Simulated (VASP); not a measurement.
Write the native input for VASP 6.6.1 that does the following.

```yaml
Task: single point
Functional: PBE
Potentials_or_basis: VASP PAW PBE potentials, release 64 (C, Al)
Cutoff: 520 eV
k_mesh: 2 × 2 × 1
Occupations: fermi-dirac, width 0.02 eV
Spin: collinear spin, zero start
Starting_moments: "[0.0, 0.0, 0.0, 0.0, 0.0, 0.0, 0.0, 0.0, 0.0, 0.0, 0.0, 0.0, 0.0, 0.0, 0.0, 0.0, 0.0, 0.0, 0.0] μB"
Dipole_correction: no
Further_INCAR_settings: LREAL = Auto; ALGO = Fast; EDIFF = 1e-06; NBANDS = 56
```

The structure of AlC18 lies in POSCAR:

```
AlC18
1.0
    7.3980000000      0.0000000000      0.0000000000
   -3.6990000000      6.4068560000      0.0000000000
    0.0000000000      0.0000000000     11.0000000000
C Al
18 1
Direct
   -0.0043136496     -0.0075445741      0.0903502727
    0.2173658561      0.1040991088      0.0905048182
   -0.0043227335      0.3257708617      0.0903268182
    0.2173411418      0.4357636569      0.0903410909
   -0.0054275315      0.6585604546      0.0903835455
    0.2166049581      0.7695965072      0.0901167273
    0.3283983005     -0.0068816905      0.0903100000
    0.5518772328      0.1048339466      0.0904140909
    0.3290140990      0.3257716421      0.0903258182
    0.5512483310      0.4368883896      0.0903448182
    0.3283658769      0.6578090720      0.0900412727
    0.5519147160      0.7696007215      0.0901426364
    0.6636367668     -0.0068884020      0.0903338182
    0.8856473545      0.1040941142      0.0905191818
    0.6628792135      0.3268403410      0.0905717273
    0.8845605205      0.4368885456      0.0903413636
    0.6629080232      0.6585643567      0.0904000909
    0.8845714495      0.7702242722      0.0903157273
    0.4375421258      0.8767679498      0.2802799091
```

The cell was built by a generator and needn't be a form met in nature.

One way to write it, as run:

INCAR

```
SYSTEM = AlC18
  PREC = Accurate
  ENCUT = 520
  EDIFF = 1E-6
  ISMEAR = -1
  SIGMA = 0.02
  LREAL = Auto
  LASPH = .True.
  NELM = 150
  ALGO = Fast
  ISIF = 2
  LWAVE = .False.
  LCHARG = .True.
  ISPIN = 2
  MAGMOM = 0 0 0 0 0 0 0 0 0 0 0 0 0 0 0 0 0 0 0
  LORBIT = 11
  GGA = PE
  LELF = .True.
  LVHAR = .True.
  NBANDS = 56
```

KPOINTS

```
regular mesh
0
Gamma
  2 2 1
  0 0 0
```

Potentials or basis: VASP PAW PBE potentials, release 64 (C, Al).

Run with:

```sh
$ cat potpaw_PBE.64/C/POTCAR potpaw_PBE.64/Al/POTCAR > POTCAR
$ mpirun -np 1 vasp_std > vasp.out
```

Results of the run:

```yaml
Largest_force: 0.020 eV/Å
Band_gap_on_the_k_mesh: none (metal or under the smearing width)
Net_moment: 0.00 μB per cell
Valence_electrons_inside_the_program's_atomic_spheres: C 2.66, 2.65; Al 0.75
```

Caveat: the k mesh is coarse (spacing up to 0.49 Å⁻¹), so the values aren't converged.

Run time: 6.6 min on 1 thread of Intel(R) Xeon(R) Platinum 8488C (Sapphire Rapids) (shared host), peak memory 0.8 GiB.
